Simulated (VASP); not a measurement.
The cell holds one Ru (hcp) (1 0 -1 0) slab, with vacuum along c, ions free to move until forces fall under 0.03 eV/Å, no reconstruction beyond this cell, dipole correction on.

Input:

```xyz
8
Lattice="4.2656 0.0000 0.0000 0.0000 2.7090 0.0000 0.0000 0.0000 24.3783" Properties=species:S:1:pos:R:3 pbc="T T T"
Ru     1.0664     1.3545     9.0547
Ru     3.1992     2.7090     8.4130
Ru     1.0664     0.0000    11.3625
Ru     3.1992     1.3545    10.6126
Ru     1.0664     1.3545    13.7656
Ru     3.1992     2.7090    13.0158
Ru     1.0664     2.7090    15.9653
Ru     3.1992     1.3545    15.3236
```

The numbers are results of r2SCAN meta-GGA, VASP's PBE PAW potentials (set 64) (plane waves; VASP 6.6.1), not measurements. Numerical set-up: 400 eV cut-off, 7×10×1 Γ-centred mesh, first-order Methfessel-Paxton smearing of 0.10 eV, potentials Ru_pv.

Slab and bulk use different k-meshes, so the surface energy is good to a few per cent at best.

**Question.** Predict its surface energy, work function, band gap (on the k-mesh).

**Answer.** 
| Quantity | Value |
|---|---|
| surface energy | 3.21 J/m² |
| work function | 4.73 eV |
| band gap (on the k-mesh) | none (metal, semimetal or under 0.01 eV) |

The cell is a thin slab with vacuum, built from Ru (hcp): (100) face.
